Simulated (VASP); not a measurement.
These are PBE GGA, VASP's PBE PAW potentials (set 64) (plane waves; VASP) values and carry that method's errors.

The input files of a VASP run:

INCAR:
```
SYSTEM = CsPbBr3
PREC = Accurate; ENCUT = 400; LREAL = .FALSE.
LASPH = .TRUE.
EDIFF = 1E-6; NELM = 100; ALGO = Normal
LMAXMIX = 4
ISMEAR = 0; SIGMA = 0.05
GGA = PE
IBRION = 2; NSW = 60; ISIF = 3
EDIFFG = -0.02
LWAVE = .FALSE.; LCHARG = .FALSE.
```

**KPOINTS**
```
Automatic mesh
0
Gamma
  4 4 4
0 0 0
```

**POSCAR**
```
CsPbBr3
1
    5.9660695255    -0.0000000000     0.0000000000
    0.0000000000     5.9660695255     0.0000000000
   -0.0000000000    -0.0000000000     5.9660695255
Cs Pb Br
1 1 3
Direct
  0.0000000000   0.0000000000   0.0000000000
  0.5000000000   0.5000000000   0.5000000000
  0.5000000000   0.5000000000   0.0000000000
  0.0000000000   0.5000000000   0.5000000000
  0.5000000000   0.0000000000   0.5000000000
```

POTCAR, in this order: Cs_sv Pb_d Br (PBE.64 set). Program: vasp_std.

Unless said otherwise, spin-orbit coupling is left out, though it shifts the bands of the heavy elements here.

Task: Predict the energy per atom (σ→0), volume per atom, band gap (on the k-mesh).

Result: 
energy per atom (σ→0): -3.174 eV/atom
band gap (on the k-mesh): 1.78 eV
volume per atom: 43.31 Å³/atom

**OSZICAR**
```
...
       N       E                     dE             d eps       ncg     rms          rms(c)
DAV:   1    -0.158774554353E+02   -0.66791E-02   -0.17347E-01   684   0.430E+00    0.403E-01
DAV:   2    -0.158721083296E+02    0.53471E-02   -0.10453E-02   666   0.102E+00    0.151E-01
DAV:   3    -0.158711056077E+02    0.10027E-02   -0.41429E-03   650   0.598E-01    0.486E-02
DAV:   4    -0.158710907981E+02    0.14810E-04   -0.79435E-05   616   0.564E-02    0.306E-02
DAV:   5    -0.158710804570E+02    0.10341E-04   -0.27303E-05   628   0.462E-02    0.670E-03
DAV:   6    -0.158710798869E+02    0.57015E-06   -0.26426E-06   472   0.187E-02
   3 F= -.15871080E+02 E0= -.15871080E+02  d E =-.523491E-02
```

The structure comes from a computed database's CsPbBr3 entry (Pm-3m); how it stands against other phases isn't given here. This run relaxes it. Symmetry was kept, so distortions that lower it aren't found. The start is the result of an earlier pass.
